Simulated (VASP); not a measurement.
H2O: single point with RPBE+D3(BJ)

Molecule: H2O, in a box.

```
H O
1.0
    11.93732    0.00000    0.00000
     0.00000   12.43732    0.00000
     0.00000    0.00000   12.93732
H O
2 1
Direct
  0.52941 0.52041 0.44715
  0.50250 0.48373 0.55793
  0.46731 0.50818 0.49433
```

| Property | Result |
| --- | --- |
| Program | VASP 6.6.1 |
| Task | single point |
| Functional | RPBE |
| Dispersion | D3(BJ) |
| Potentials or basis | VASP PAW PBE potentials, release 64 (H, O) |
| Cutoff | 400 eV |
| k mesh | 1 × 1 × 1 |
| Occupations | gaussian, width 0.01 eV |
| Spin | no spin polarisation |

```yaml
Largest_force: 0.064 eV/Å
Gap_between_the_frontier_levels: 6.09 eV
Dispersion_energy_per_atom: -0.018 eV
```

Forces on the atoms (eV/Å):
```
H    0.038 -0.003 -0.002
H    0.026 -0.002  0.001
O   -0.063  0.005  0.001
```

Levels at points of the mesh, in eV from the valence-band top:
```tsv
k point	band 2	band 3	band 4	band 5	band 6	band 7
(0.00, 0.00, 0.00)	-5.89	-2.08	0.00	6.09	7.34	7.53
```

Run time: 36 s on 4 MPI ranks on Intel(R) Xeon(R) Platinum 8259CL CPU @ 2.50GHz (Skylake/Cascade Lake) (shared host), peak memory 0.38 GiB a rank.

Caveat: the PAW data sets were made with another functional, which shifts forces and pressure a little. As with any semilocal functional, this RPBE gap is likely too small.
